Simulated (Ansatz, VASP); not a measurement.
# SnI2 in two plane-wave programs, part 2 of 3

One calculation is typed for both programs; each brings its own data sets and cutoff. How far apart do they land? The cell is generated by rule, not measured, and may not be a known phase. The cell is taken from a series of VASP runs on this material, whose earlier steps may have relaxed, scaled or displaced it; both programs get it as it stands.

VASP 6.6.1 and Ansatz 0.2.0.

So far: The starting structure; Ansatz: zone-centre phonons, PBEsol.

**3. VASP: zone-centre phonons, PBEsol**

Level of this step: PBEsol; plane waves and PAW (Sn_d, I); invented cell (VASP).

The same cell, functional and mesh now go to VASP, with its own data sets and cutoff.

Lines of VASP's logs that name or quote its potential files are left out, and so is its time.

INCAR

```
SYSTEM = SnI2
PREC = Accurate
ENCUT = 400
EDIFF = 1E-08
NELM = 100
ISMEAR = 0
SIGMA = 0.02
LREAL = .FALSE.
ALGO = Normal
GGA = PS
NBANDS = 20
LORBIT = 11
LWAVE = .FALSE.
LCHARG = .FALSE.
KPAR = 4
IBRION = 8
LEPSILON = .TRUE.
```

POSCAR

```
SnI2
1.0
    0.0000000000      3.7828000000      3.7828000000
    3.7828000000      0.0000000000      3.7828000000
    3.7828000000      3.7828000000      0.0000000000
Sn I
1 2
Direct
    0.0000000000      0.0000000000      0.0000000000
    0.2500000000      0.2500000000      0.2500000000
    0.7500000000      0.7500000000      0.7500000000
```

KPOINTS

```
Automatic mesh
0
Gamma
10 10 10
0 0 0
```

PAW data sets: Sn_d and I (PBE family, release 64).

The run is started by

```
mpirun -np 4 vasp_std
```

The log of the run:

```text
[banner, memory and clock lines left out]
running    4 mpi-ranks, on    1 nodes
 distrk:  each k-point on    1 cores,    4 groups
 distr:  one band on    1 cores,    1 groups

 POSCAR found type information on POSCAR SnI
 POSCAR found :  2 types and       3 ions
|                                                                             |
|               ----> ADVICE to this user running VASP <----                  |
|                                                                             |
|     You enforced a specific xc type in the INCAR file but a different       |
|     [... a line on the potential file left out ...]
|     I HOPE YOU KNOW WHAT YOU ARE DOING!                                     |
|                                                                             |

 LDA part: xc-table for (Slater+PW92), standard interpolation
 POSCAR, INCAR and KPOINTS ok, starting setup
 FFT: planning ... GRIDC
 FFT: planning ... GRID_SOFT
 FFT: planning ... GRID
 WAVECAR not read
 entering main loop
       N       E                     dE             d eps       ncg     rms          rms(c)
DAV:   1     0.191820690397E+03    0.19182E+03   -0.10784E+04  1888   0.118E+03
DAV:   2     0.120074243554E+02   -0.17981E+03   -0.17310E+03  2108   0.302E+02
DAV:   3    -0.820127103407E+01   -0.20209E+02   -0.19632E+02  2236   0.102E+02
DAV:   4    -0.899495442190E+01   -0.79368E+00   -0.79219E+00  2228   0.221E+01
DAV:   5    -0.902351617450E+01   -0.28562E-01   -0.28559E-01  2480   0.420E+00    0.500E+00
DAV:   6    -0.885613964218E+01    0.16738E+00   -0.34828E-01  2188   0.397E+00    0.318E+00
DAV:   7    -0.884573567497E+01    0.10404E-01   -0.16862E-01  2100   0.195E+00    0.104E+00
DAV:   8    -0.884540801137E+01    0.32766E-03   -0.26612E-02  2104   0.128E+00    0.283E-01
DAV:   9    -0.884550124317E+01   -0.93232E-04   -0.34005E-03  2096   0.473E-01    0.801E-02
DAV:  10    -0.884546037985E+01    0.40863E-04   -0.45788E-04  2072   0.170E-01    0.311E-02
DAV:  11    -0.884549140342E+01   -0.31024E-04   -0.17322E-04  2000   0.858E-02    0.343E-02
DAV:  12    -0.884548948511E+01    0.19183E-05   -0.24053E-05  2096   0.257E-02    0.142E-02
DAV:  13    -0.884549000040E+01   -0.51528E-06   -0.20692E-06  2060   0.889E-03    0.259E-03
DAV:  14    -0.884548985798E+01    0.14241E-06   -0.90926E-07  2096   0.834E-03    0.101E-03
DAV:  15    -0.884548996968E+01   -0.11170E-06   -0.26091E-07  1988   0.258E-03    0.182E-03
DAV:  16    -0.884548998944E+01   -0.19757E-07   -0.81417E-09  1540   0.778E-04    0.608E-04
DAV:  17    -0.884549000311E+01   -0.13672E-07   -0.35300E-09  1256   0.388E-04    0.359E-04
DAV:  18    -0.884548999581E+01    0.73014E-08   -0.44968E-10  1088   0.195E-04
   1 F= -.88454900E+01 E0= -.88454900E+01  d E =-.419013E-31
 Linear response reoptimize wavefunctions to high precision
DAV:   1    -0.884548999515E+01    0.66120E-09   -0.12706E-10  1128   0.121E-04
DAV:   2    -0.884548999519E+01   -0.40018E-10   -0.48249E-11  1084   0.645E-05
 Linear response G [H, r] |phi>, progress :
  Direction:   1
       N       E                     dE             d eps       ncg     rms
RMM:   1    -0.785016301151E+02   -0.78502E+02    0.80640E+02  2380   0.244E+02
RMM:   2    -0.108192455649E+03   -0.29691E+02   -0.53548E+01  3475   0.410E+01
RMM:   3    -0.108883052380E+03   -0.69060E+00   -0.47463E+00  3879   0.116E+01
RMM:   4    -0.108913083466E+03   -0.30031E-01   -0.34653E-01  4000   0.324E+00
RMM:   5    -0.108913359915E+03   -0.27645E-03   -0.46827E-02  4220   0.980E-01
RMM:   6    -0.108913384515E+03   -0.24601E-04   -0.38533E-03  4150   0.283E-01
RMM:   7    -0.108913393084E+03   -0.85685E-05   -0.33704E-04  4257   0.936E-02
RMM:   8    -0.108913440034E+03   -0.46950E-04   -0.82561E-03  4262   0.324E-02
RMM:   9    -0.108913402855E+03    0.37179E-04    0.16540E-03  4155   0.137E-02
RMM:  10    -0.108913410945E+03   -0.80897E-05    0.25082E-03  3875   0.729E-03
RMM:  11    -0.108913410897E+03    0.47505E-07    0.68261E-04  3686   0.545E-03
RMM:  12    -0.108913409416E+03    0.14813E-05    0.31822E-04  3306   0.495E-03
RMM:  13    -0.108913409166E+03    0.24932E-06   -0.57089E-04  3181   0.485E-03
RMM:  14    -0.108913416161E+03   -0.69949E-05    0.12346E-04  3169   0.475E-03
RMM:  15    -0.108913413062E+03    0.30991E-05   -0.43722E-05  3224   0.472E-03
 Linear response G [H, r] |phi>, progress :
  Direction:   2
       N       E                     dE             d eps       ncg     rms
RMM:   1    -0.706515528204E+02   -0.70652E+02    0.84244E+02  2351   0.240E+02
RMM:   2    -0.995413930282E+02   -0.28890E+02   -0.56258E+01  3488   0.407E+01
RMM:   3    -0.100079538251E+03   -0.53815E+00   -0.48719E+00  3885   0.116E+01
RMM:   4    -0.100099355458E+03   -0.19817E-01   -0.30269E-01  3980   0.309E+00
RMM:   5    -0.100099603792E+03   -0.24833E-03   -0.43131E-02  4218   0.950E-01
[...]
N       E                     dE             d eps       ncg     rms          rms(c)
RMM:   1    -0.164754894071E+01   -0.16475E+01   -0.43552E+00  2804   0.824E+00
RMM:   2    -0.242870635754E+01   -0.78116E+00   -0.17406E-01  3612   0.188E+00
RMM:   3    -0.243737928872E+01   -0.86729E-02   -0.68752E-03  3753   0.434E-01
RMM:   4    -0.243752249924E+01   -0.14321E-03   -0.24699E-04  3677   0.868E-02
RMM:   5    -0.243752607544E+01   -0.35762E-05   -0.16698E-05  3817   0.225E-02
[...]
RMM:  13    -0.260146349391E+01    0.20059E-05    0.31271E-07  6688   0.162E-04    0.164E-05
RMM:  14    -0.260146328002E+01    0.21390E-06    0.36980E-07  4094   0.861E-05    0.645E-06
 change of polarisation eV/A/(eV/A) component  1 :     4.854     0.029    -0.039
 dielectric tensor                  component  1 :     9.113     0.048    -0.065
 Linear response to external field, progress :
  Direction:   2
       N       E                     dE             d eps       ncg     rms          rms(c)
RMM:   1    -0.179875420720E+01   -0.17988E+01   -0.48994E+00  6115   0.838E+00
RMM:   2    -0.266411955716E+01   -0.86537E+00   -0.18767E-01  7827   0.189E+00    0.266E+00
RMM:   3    -0.250750404902E+01    0.15662E+00   -0.18665E-01  7190   0.195E+00    0.136E+00
RMM:   4    -0.255754071389E+01   -0.50037E-01   -0.17227E-01  7695   0.186E+00    0.349E-01
RMM:   5    -0.259722325105E+01   -0.39683E-01   -0.68480E-03  7882   0.506E-01    0.538E-02
RMM:   6    -0.259930220963E+01   -0.20790E-02   -0.52055E-04  8025   0.145E-01    0.398E-02
RMM:   7    -0.260148418968E+01   -0.21820E-02   -0.12169E-04  7569   0.558E-02    0.120E-02
RMM:   8    -0.260157593387E+01   -0.91744E-04   -0.12277E-05  8119   0.187E-02    0.410E-03
RMM:   9    -0.260151197980E+01    0.63954E-04   -0.39227E-06  7636   0.850E-03    0.128E-03
RMM:  10    -0.260146338907E+01    0.48591E-04    0.11467E-06  8266   0.259E-03    0.701E-04
RMM:  11    -0.260147101304E+01   -0.76240E-05   -0.22850E-06  7672   0.125E-03    0.153E-04
RMM:  12    -0.260145992163E+01    0.11091E-04    0.96381E-07  8245   0.420E-04    0.735E-05
RMM:  13    -0.260145794661E+01    0.19750E-05    0.26711E-07  6702   0.162E-04    0.167E-05
RMM:  14    -0.260145772116E+01    0.22545E-06    0.73989E-07  4049   0.860E-05    0.622E-06
 change of polarisation eV/A/(eV/A) component  2 :     0.109     4.854     0.078
 dielectric tensor                  component  2 :     0.182     9.113     0.131
 Linear response to external field, progress :
  Direction:   3
       N       E                     dE             d eps       ncg     rms          rms(c)
RMM:   1    -0.179876401120E+01   -0.17988E+01   -0.48995E+00  6116   0.838E+00
RMM:   2    -0.266412129858E+01   -0.86536E+00   -0.18733E-01  7830   0.189E+00    0.266E+00
RMM:   3    -0.250750250975E+01    0.15662E+00   -0.18663E-01  7188   0.195E+00    0.136E+00
RMM:   4    -0.255753053065E+01   -0.50028E-01   -0.17224E-01  7695   0.186E+00    0.349E-01
RMM:   5    -0.259724364176E+01   -0.39713E-01   -0.68472E-03  7883   0.506E-01    0.538E-02
RMM:   6    -0.259929776183E+01   -0.20541E-02   -0.52004E-04  8023   0.145E-01    0.398E-02
RMM:   7    -0.260148018885E+01   -0.21824E-02   -0.12148E-04  7573   0.558E-02    0.120E-02
RMM:   8    -0.260157378160E+01   -0.93593E-04   -0.11497E-05  8118   0.186E-02    0.409E-03
RMM:   9    -0.260150955392E+01    0.64228E-04   -0.15142E-07  7639   0.849E-03    0.128E-03
RMM:  10    -0.260146072450E+01    0.48829E-04    0.22819E-06  8261   0.259E-03    0.700E-04
RMM:  11    -0.260146852399E+01   -0.77995E-05   -0.14439E-07  7682   0.125E-03    0.153E-04
RMM:  12    -0.260145742770E+01    0.11096E-04   -0.18102E-06  8229   0.417E-04    0.737E-05
RMM:  13    -0.260145546815E+01    0.19596E-05   -0.45047E-07  6702   0.159E-04    0.164E-05
RMM:  14    -0.260145522358E+01    0.24456E-06    0.68363E-08  4068   0.826E-05    0.614E-06
 change of polarisation eV/A/(eV/A) component  3 :     0.053     0.126     4.854
 dielectric tensor                  component  3 :     0.088     0.210     9.113
 Linear response DOF=           2
 Linear response progress:
  Degree of freedom:   1/  2
       N       E                     dE             d eps       ncg     rms          rms(c)
RMM:   1    -0.218895816285E+00   -0.21890E+00    0.20654E-01  4932   0.985E+00
RMM:   2    -0.222863811013E+00   -0.39680E-02   -0.13792E-02  7152   0.744E-01    0.664E-02
RMM:   3    -0.222635720133E+00    0.22809E-03   -0.10412E-03  7849   0.210E-01    0.336E-02
RMM:   4    -0.222349807524E+00    0.28591E-03   -0.99091E-05  7964   0.637E-02    0.112E-02
RMM:   5    -0.222339228909E+00    0.10579E-04   -0.77017E-06  8261   0.196E-02    0.598E-03
RMM:   6    -0.222348584222E+00   -0.93553E-05   -0.11714E-06  7583   0.748E-03    0.181E-03
RMM:   7    -0.222357378763E+00   -0.87945E-05   -0.18716E-07  8002   0.277E-03    0.436E-04
RMM:   8    -0.222356748796E+00    0.62997E-06   -0.12842E-07  7852   0.126E-03    0.156E-04
RMM:   9    -0.222356983053E+00   -0.23426E-06   -0.38601E-08  8731   0.499E-04    0.465E-05
RMM:  10    -0.222357567050E+00   -0.58400E-06    0.60458E-09  8102   0.212E-04    0.121E-05
RMM:  11    -0.222357493547E+00    0.73503E-07   -0.90294E-09  8498   0.987E-05    0.546E-06
RMM:  12    -0.222357468421E+00    0.25126E-07   -0.65063E-09  8741   0.524E-05    0.419E-06
RMM:  13    -0.222357467698E+00    0.72317E-09    0.78630E-10  8377   0.326E-05    0.112E-06
 first order change of Fermi-energy   0.87261E-02
 force on displaced ion       1 direction 1 :  -0.879   0.000   0.000
 Born effective charge ion    1 direction 1 :   4.477   0.000   0.000
 Linear response progress:
  Degree of freedom:   2/  2
       N       E                     dE             d eps       ncg     rms          rms(c)
RMM:   1    -0.868328866044E-01   -0.86833E-01    0.57887E-02 15326   0.106E+00
RMM:   2    -0.860414709076E-01    0.79142E-03   -0.25175E-03 12273   0.259E-01    0.433E-02
RMM:   3    -0.861749268458E-01   -0.13346E-03   -0.22851E-04 13532   0.890E-02    0.345E-02
RMM:   4    -0.862792058480E-01   -0.10428E-03   -0.25109E-05 13539   0.278E-02    0.113E-02
RMM:   5    -0.863112539737E-01   -0.32048E-04   -0.18763E-06 13895   0.936E-03    0.298E-03
RMM:   6    -0.863058795172E-01    0.53745E-05   -0.37492E-08 13430   0.280E-03    0.629E-04
RMM:   7    -0.863057334196E-01    0.14610E-06    0.11757E-08 13315   0.738E-04    0.222E-04
RMM:   8    -0.863055285165E-01    0.20490E-06    0.16336E-07 13244   0.299E-04    0.467E-05
RMM:   9    -0.863054808365E-01    0.47680E-07    0.44394E-07 13423   0.125E-04    0.217E-05
RMM:  10    -0.863055203382E-01   -0.39502E-07    0.62741E-08 14169   0.489E-05    0.679E-06
RMM:  11    -0.863055225053E-01   -0.21670E-08   -0.98579E-08 14006   0.244E-05    0.182E-06
 first order change of Fermi-energy  -0.54251E-02
 force on displaced ion       2 direction 1 :  -2.440   0.000   0.000
 Born effective charge ion    2 direction 1 :  -2.239   0.000   0.000
 Born effective charges drift removed
 Linear response finished
```

(Part 2 of 3 ends here.)

[Lines on the potential files, build, host, timing and source positions are cut from VASP's logs without a mark.]

[Logs are printed without paths, hosts, clocks, repeated set-up lines and the standing remarks that a program may print on its own settings, such as how far it seeks lower states.]

[Hosts, paths, dates, database ids (printed as entryN), source tags and the programs' standing remarks are cut or masked in the printed files.]
